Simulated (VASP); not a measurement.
An input for Ansatz (written as the equivalent of a VASP run, and not itself run):

Ansatz 0.2 input:
```yaml
crystal:
  lattice:
    - [1.7984440, -3.1149963, 0.0000000]
    - [1.7984440, 3.1149963, 0.0000000]
    - [0.0000000, 0.0000000, 5.8052206]
  atoms:
    - { symbol: Hf, position: [0.0000000, 0.0000000, 0.0000000] }
    - { symbol: S, position: [0.3333330, 0.6666670, 0.2484982] }
    - { symbol: S, position: [0.6666670, 0.3333330, 0.7515018] }
kpoints:
  mp_grid: { grid: [7, 7, 4] }
hamiltonian:
  xc: pbesol
  pseudopotentials: { kind: paw }
scf:
  occupations: { method: gaussian, width: 0.05 }
  max_iter: 100
relax:
  max_steps: 60
  f_tol: 0.02
  cell: {}
output: { forces: true, stress: true, eigenvalues: true }
```

Q: Write the VASP files for the same calculation (PBEsol).

A: One answer among several that fit: 
**POSCAR**
```
HfS2
1.0
  1.7984440474  -3.1149962549   0.0000000000
  1.7984440474   3.1149962549   0.0000000000
  0.0000000000   0.0000000000   5.8052206465
Hf S
1 2
direct
  0.0000000000   0.0000000000   0.0000000000
  0.3333330000   0.6666670000   0.2484982130
  0.6666670000   0.3333330000   0.7515017870
```

**KPOINTS**
```
Automatic
0
G
 7 7 4
0 0 0
```

INCAR:
```
ENCUT=520   # plane-wave cut-off (eV)
LCHARG=.FALSE.
SIGMA=0.05   # width (eV)
LASPH=.TRUE.   # aspherical one-centre terms
LMAXMIX=6
GGA=PS   # PBEsol
NSW=60   # most ionic steps
EDIFFG=-0.02
ISMEAR=0   # Gaussian
IBRION=2   # conjugate gradients
SYSTEM=HfS2
EDIFF=1E-6
NELM=100   # most electronic steps
LREAL=.FALSE.   # projection in real space or not
LWAVE=.FALSE.
ALGO=Normal   # blocked Davidson
PREC=Accurate
ISIF=3   # ions, shape and volume
```

POTCAR, in this order: Hf_pv S (PBE.64 set). Program: vasp_std.

What does not carry over: each code has its own PAW files, so the cut-off isn't converted (ENCUT is set for VASP's; basis.ecutwfc is left out, and Ansatz then takes the one that its files recommend); Ansatz stops its SCF on the density residual and VASP on the energy change (EDIFF).

The compound is HfS2 in the 1T layered structure. This run relaxes it. Symmetry was kept, so distortions that lower it aren't found. The start is the result of an earlier pass.
